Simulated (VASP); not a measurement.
A run of VASP 6.6.1:

INCAR

```
SYSTEM = Li4B4H15
  ALGO = Normal
  EDIFF = 1E-6
  ENCUT = 520
  GGA = PS
  ISIF = 2
  ISMEAR = 0
  LASPH = .True.
  LCHARG = .False.
  LREAL = Auto
  LWAVE = .False.
  NBANDS = 36
  NELM = 100
  PREC = Accurate
  SIGMA = 0.05
```

The input KPOINTS:

```
k-points
0
Gamma
  4 4 4
  0 0 0
```

File POSCAR:

```
Li4B4H15
1.0
    5.6432012145      0.0000000000      0.0000000000
    0.0000000000     -5.6432012145      0.0000000000
    0.0000000000      0.0000000000     -5.6432012145
Li B H
4 4 15
Direct
    0.4270980085      0.0729020611      0.4934224200
   -0.1127285694      0.6127286390      0.6127286390
    0.0065776496      0.0729020611      0.0729020611
    0.4270980085      0.4934224200      1.0729020231
    0.4671157203      0.0328843493      0.0328843493
    0.0240244845      0.4759755851     -0.0479876562
    0.0240244845     -0.0479876562      0.4759755851
    0.5479875486      0.4759755851      0.4759755851
    0.8692725660      0.6307274656     -0.0363185703
    0.8692725660     -0.0363185703      0.6307274656
    0.5363184627      0.6307274656      0.6307274656
    0.3053180162      0.9321994379      0.9321994379
    0.9452236058      0.3078653293      0.8386660018
    0.9452236058      0.8386660018      0.3078653293
    0.3452598846      0.4222994909      0.4222994909
    0.5678004165      0.9321994379      0.1946818762
    0.0777005787      0.4222994909      0.1547400078
    0.1921347403      0.8386660018      0.5547762486
    0.6613340298      0.3078653293      0.5547762486
    0.5678004165      0.1946818762      0.9321994379
    0.1921347403      0.5547762486      0.8386660018
    0.0777005787      0.1547400078      0.4222994909
    0.6613340298      0.5547762486      0.3078653293
```

Potentials or basis: VASP PAW PBE potentials, release 64 (Li_sv, B, H).

Command:

```sh
$ cat potpaw_PBE.64/Li_sv/POTCAR potpaw_PBE.64/B/POTCAR potpaw_PBE.64/H/POTCAR > POTCAR
$ mpirun -np 1 vasp_std > vasp.out
```

Hardware: 1 thread of Intel(R) Xeon(R) Platinum 8259CL CPU @ 2.50GHz (Skylake/Cascade Lake), on a shared host.

Problem. How long does it take, and how much memory?

Solution. Run time: 2.5 min on 1 thread of Intel(R) Xeon(R) Platinum 8259CL CPU @ 2.50GHz (Skylake/Cascade Lake), on a shared host, peak memory 0.27 GiB. Counts: scf iterations 14, k points 13.
